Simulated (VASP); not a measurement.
Given:

```xyz
4
Lattice="4.9713 0.0000 0.0000 0.0000 7.8814 0.0000 0.0000 0.0000 2.7013" Properties=species:S:1:pos:R:3 pbc="T T T"
Se     3.3344     3.1504     0.7160
Se     1.6369     4.7311     0.7160
Se     0.8488     0.7904     1.9853
Se     4.1225     7.0911     1.9853
```

The numbers are results of r2SCAN meta-GGA, VASP's PBE PAW potentials (set 64) (plane waves; VASP), not measurements. Settings: 400 eV cut-off, 7×5×13 Γ-centred mesh, tetrahedra with Blöchl corrections, potentials Se.

Give the energies of bands 5 to 15 at the high-symmetry points, in eV from the Fermi level.

```tsv
band	Γ	X	S	Y	Z	U	R	T
5	-5.78	-6.21	-5.69	-5.94	-7.14	-6.96	-6.98	-7.08
6	-5.69	-6.21	-5.69	-5.94	-7.09	-6.96	-6.98	-7.08
7	-4.38	-3.96	-4.87	-3.51	-4.71	-4.91	-4.95	-4.71
8	-3.63	-3.96	-4.87	-3.51	-4.66	-4.91	-4.95	-4.71
9	-2.92	-1.46	-1.03	-2.68	-3.46	-3.40	-3.34	-3.45
10	-2.06	-1.46	-1.03	-2.68	-3.45	-3.40	-3.34	-3.45
11	1.34	1.57	1.70	0.96	-1.49	-2.30	-2.16	-1.50
12	1.73	1.57	1.70	0.96	-1.43	-2.30	-2.16	-1.50
13	2.74	2.99	2.99	2.89	-0.14	0.99	0.88	-0.11
14	3.07	2.99	2.99	2.89	-0.08	0.99	0.88	-0.11
15	4.99	5.03	5.03	5.17	3.14	3.58	3.10	3.40
```

It has no gap at this level: it comes out as a metal or semimetal.

The structure comes from a computed database's Se entry (P2_12_12); how it stands against other phases isn't given here. It was relaxed first.
